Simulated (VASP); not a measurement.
Data:

```
CELL_PARAMETERS angstrom
     11.54158     0.00000     0.00000
     -5.77079     9.99530     0.00000
      0.00000     0.00000    12.60942
ATOMIC_POSITIONS crystal
  Zn 0.11111 0.22222 0.00028
  Zn 0.22222 0.11111 0.25028
  Zn 0.11111 0.22222 0.50028
  Zn 0.22222 0.11111 0.75028
  Zn 0.11111 0.55556 0.00028
  Zn 0.22222 0.44444 0.25028
  Zn 0.11111 0.55556 0.50028
  Zn 0.22222 0.44444 0.75028
  Zn 0.11111 0.88889 0.00028
  Zn 0.22222 0.77778 0.25028
  Zn 0.11111 0.88889 0.50028
  Zn 0.22222 0.77778 0.75028
  Zn 0.44444 0.22222 0.00028
  Zn 0.55556 0.11111 0.25028
  Zn 0.44444 0.22222 0.50028
  Zn 0.55556 0.11111 0.75028
  Zn 0.44444 0.55556 0.00028
  Zn 0.55556 0.44444 0.25028
  Zn 0.44444 0.55556 0.50028
  Zn 0.55556 0.44444 0.75028
  Zn 0.44444 0.88889 0.00028
  Zn 0.55556 0.77778 0.25028
  Zn 0.44444 0.88889 0.50028
  Zn 0.55556 0.77778 0.75028
  Zn 0.77778 0.22222 0.00028
  Zn 0.88889 0.11111 0.25028
  Zn 0.77778 0.22222 0.50028
  Zn 0.88889 0.11111 0.75028
  Zn 0.77778 0.55556 0.00028
  Zn 0.88889 0.44444 0.25028
  Zn 0.77778 0.55556 0.50028
  Zn 0.88889 0.44444 0.75028
  Zn 0.77778 0.88889 0.00028
  Zn 0.88889 0.77778 0.25028
  Zn 0.77778 0.88889 0.50028
  Zn 0.88889 0.77778 0.75028
  S  0.11111 0.22222 0.18722
  S  0.22222 0.11111 0.43722
  S  0.11111 0.22222 0.68722
  S  0.22222 0.11111 0.93722
  S  0.11111 0.55556 0.18722
  S  0.22222 0.44444 0.43722
  S  0.11111 0.55556 0.68722
  S  0.22222 0.44444 0.93722
  S  0.11111 0.88889 0.18722
  S  0.22222 0.77778 0.43722
  S  0.11111 0.88889 0.68722
  S  0.22222 0.77778 0.93722
  S  0.44444 0.22222 0.18722
  S  0.55556 0.11111 0.43722
  S  0.44444 0.22222 0.68722
  S  0.55556 0.11111 0.93722
  S  0.44444 0.55556 0.18722
  S  0.55556 0.44444 0.43722
  S  0.44444 0.55556 0.68722
  S  0.55556 0.44444 0.93722
  S  0.44444 0.88889 0.18722
  S  0.55556 0.77778 0.43722
  S  0.44444 0.88889 0.68722
  S  0.55556 0.77778 0.93722
  S  0.77778 0.22222 0.18722
  S  0.88889 0.11111 0.43722
  S  0.77778 0.22222 0.68722
  S  0.88889 0.11111 0.93722
  S  0.77778 0.55556 0.18722
  S  0.88889 0.44444 0.43722
  S  0.77778 0.55556 0.68722
  S  0.88889 0.44444 0.93722
  S  0.77778 0.88889 0.18722
  S  0.88889 0.77778 0.43722
  S  0.77778 0.88889 0.68722
  S  0.88889 0.77778 0.93722
```

Method: PBE GGA, VASP's PBE PAW potentials (set 64) (plane waves; VASP). Numerical set-up: PREC = Normal, LREAL = Auto, 400 eV cut-off, 1×1×1 Γ-centred mesh, Gaussian smearing of 0.050 eV, potentials Zn S.

The supercell is sampled at Γ alone, which is coarse: total energies, pressure and levels can be off, energies of defects by several tenths of an eV.

**Question.** What does the run give for the energy per atom (σ→0)?

**Answer.** 
```
Quantity                       Result
---------------------  --------------
energy per atom (σ→0)  -3369 meV/atom
```

Only differences to runs with the same potentials and settings are physical.

The cell is a supercell, built from a database entry that may be metastable or hypothetical.
